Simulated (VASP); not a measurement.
The system is Si3N4.

```
CELL_PARAMETERS angstrom
7.60000 0.00000 0.00000
-3.80000 6.58179 0.00000
0.00000 0.00000 2.91000
ATOMIC_POSITIONS crystal
Si 0.17330 0.76940 0.25000
Si 0.23060 0.40390 0.25000
Si 0.59610 0.82670 0.25000
Si 0.82670 0.23060 0.75000
Si 0.76940 0.59610 0.75000
Si 0.40390 0.17330 0.75000
N 0.33333 0.66667 0.25000
N 0.66667 0.33333 0.75000
N 0.32990 0.03230 0.25000
N 0.96770 0.29760 0.25000
N 0.70240 0.67010 0.25000
N 0.67010 0.96770 0.75000
N 0.03230 0.70240 0.75000
N 0.29760 0.32990 0.75000
```

The cell was built by a generator and isn't the measured one.

- Program: VASP 6.6.1
- Task: relaxation of cell and atoms
- Functional: PBE
- Potentials or basis: VASP PAW PBE potentials, release 64 (Si, N)
- Cutoff: 600 eV
- k mesh: 3 × 3 × 8
- Occupations: gaussian, width 0.05 eV
- Spin: no spin polarisation

At the start: pressure 5.3 GPa; volume 10.40 Å³/atom.

Q: How do energy, volume and symmetry change on relaxing?

A: Over 12 steps the energy falls by 6.5 meV/atom and the volume is 10.62 Å³/atom (+2.1 %); space group P6_3/m (No. 176, to 0.05 Å).

The path:
```csv
step,energy change (eV),largest force (eV/Å),pressure (GPa),volume (Å³)
1,0.0000,0.7324,5.29,145.56
2,0.1603,1.2619,-6.18,152.91
3,-0.0840,0.1155,0.68,148.19
4,-0.0840,0.1058,0.77,148.14
5,-0.0858,0.1507,-1.11,149.35
6,-0.0895,0.0683,-0.28,148.80
7,-0.0911,0.0397,-0.03,148.66
8,-0.0912,0.0375,0.01,148.64
9,-0.0915,0.0140,0.01,148.64
10,-0.0915,0.0230,0.00,148.63
11,-0.0915,0.0179,-0.01,148.64
12,-0.0915,0.0083,-0.01,148.64
```

Final structure:
```
CELL_PARAMETERS angstrom
7.65998 0.00000 0.00000
-3.82999 6.63374 0.00000
0.00000 0.00000 2.92510
ATOMIC_POSITIONS crystal
Si 0.17520 0.76911 0.25000
Si 0.23089 0.40609 0.25000
Si 0.59391 0.82480 0.25000
Si 0.82480 0.23089 0.75000
Si 0.76911 0.59391 0.75000
Si 0.40609 0.17520 0.75000
N 0.33333 0.66667 0.25000
N 0.66667 0.33333 0.75000
N 0.33004 0.03099 0.25000
N 0.96901 0.29905 0.25000
N 0.70095 0.66996 0.25000
N 0.66996 0.96901 0.75000
N 0.03099 0.70095 0.75000
N 0.29905 0.33004 0.75000
```
